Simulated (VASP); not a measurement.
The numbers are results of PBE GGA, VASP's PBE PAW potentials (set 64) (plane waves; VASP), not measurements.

A VASP calculation is set up with these files.

KPOINTS:
```
Automatic mesh
0
Gamma
8 8 8
0 0 0
```

### INCAR
```
GGA  =  PE   # PBE
ALGO  =  Normal
NELM  =  100   # most electronic steps
PREC  =  Accurate
LREAL  =  .FALSE.   # projection in real space or not
LASPH  =  .TRUE.   # aspherical one-centre terms
EDIFF  =  1E-6   # SCF stop (eV)
SIGMA  =  0.1   # width (eV)
IBRION  =  2
SYSTEM  =  AuAl2
ISMEAR  =  1
ENCUT  =  480
EDIFFG  =  -0.02
LCHARG  =  .FALSE.
NSW  =  60   # most ionic steps
ISIF  =  3
LMAXMIX  =  6   # l cut-off of mixed one-centre charges
LWAVE  =  .FALSE.
```

**POSCAR**
```
AuAl2
1
    0.0000000000     3.0282213874     3.0282213874
    3.0282213874    -0.0000000000     3.0282213874
    3.0282213874     3.0282213874    -0.0000000000
Al Au
2 1
Direct
  0.2500000000   0.2500000000   0.2500000000
  0.7500000000   0.7500000000   0.7500000000
  0.0000000000   0.0000000000   0.0000000000
```

POTCAR, in this order: Al Au (PBE.64 set). Program: vasp_std.

### Question
What will the output report for the number of irreducible k-points (NKPTS), largest plane-wave count, number of space-group operations, FFT grid (NGX, NGY, NGZ)?

### Answer

```yaml
number of irreducible k-points (NKPTS): 29
largest_plane_wave_count: 1363
number_of_space_group_operations: 48
FFT grid (NGX, NGY, NGZ): 32 × 32 × 32
```

The compound is AuAl2 in the fluorite structure. It was relaxed first. The start is the result of an earlier pass. The electron count is odd and the run is not spin-polarised, which forces a metal.
